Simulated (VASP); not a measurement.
Here is the system:

```
CELL_PARAMETERS angstrom
      4.20145     0.00000     0.00000
      0.00000     4.20145     0.00000
      0.00000     0.00000     4.20145
ATOMIC_POSITIONS crystal
  Ba 0.00000 0.00000 0.00000
  Hf 0.50000 0.50000 0.50000
  O  0.50000 0.00000 0.50000
  O  0.00000 0.50000 0.50000
  O  0.50000 0.50000 0.00000
```

Level of theory: PBE GGA, VASP's PBE PAW potentials (set 64) (plane waves; VASP 6.6.1). Run with 520 eV cut-off, 5×5×5 Γ-centred mesh, Gaussian smearing of 0.050 eV, potentials Ba_sv Hf_pv O.

What does the run give for the energy per atom (σ→0)?

```json
{
  "energy per atom (σ→0)": "-840.5 kJ/mol-atom"
}
```

Only differences to runs with the same potentials and settings are physical.

The compound is BaHfO3 in the cubic perovskite structure. It was relaxed first. The start is the result of an earlier pass.
